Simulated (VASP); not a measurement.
GaP (space group P6_3mc): computed properties

Level of theory: LDA (Ceperley-Alder, Perdew-Zunger), VASP's LDA PAW potentials (set 64) (plane waves; VASP 6.6.1).

```yaml
space_group: P6_3mc (186)
cell: a = 3.799 Å, b = 3.799 Å, c = 6.260 Å, α = 90.00°, β = 90.00°, γ = 120.00°
volume_per_atom: 19.56 Å³/atom
band gap (over mesh and band path): 1.29 eV
smallest direct gap (over mesh and band path): 1.29 eV
hill_bulk_modulus: 90.5 GPa
hill_shear_modulus: 55.3 GPa
Poisson's ratio: 0.246
band_edge_character_without_spin_orbit_coupling: direct, Γ to Γ
band_gap_with_spin_orbit_coupling: 1.26 eV
density: 4.27 g/cm³
optical Γ-point spectrum: 74 (×2), 233, 357 (×2), 364, 367 (×2), 374 cm⁻¹
C11: 171 GPa
C12: 58.4 GPa
C13: 38.1 GPa
C33: 203 GPa
C44: 44.6 GPa
C66: 56.5 GPa
```

```
GaP
1.0
    3.79921     0.00000     0.00000
   -1.89961     3.29021     0.00000
    0.00000     0.00000     6.25956
Ga P
2 2
Direct
  0.66667   0.33333   0.50004
  0.33333   0.66667   0.00004
  0.66667   0.33333   0.87396
  0.33333   0.66667   0.37396
```

The structure comes from a computed database's GaP entry (P6_3mc); how it stands against other phases isn't given here. It was relaxed first. Symmetry was kept, so distortions that lower it aren't found.
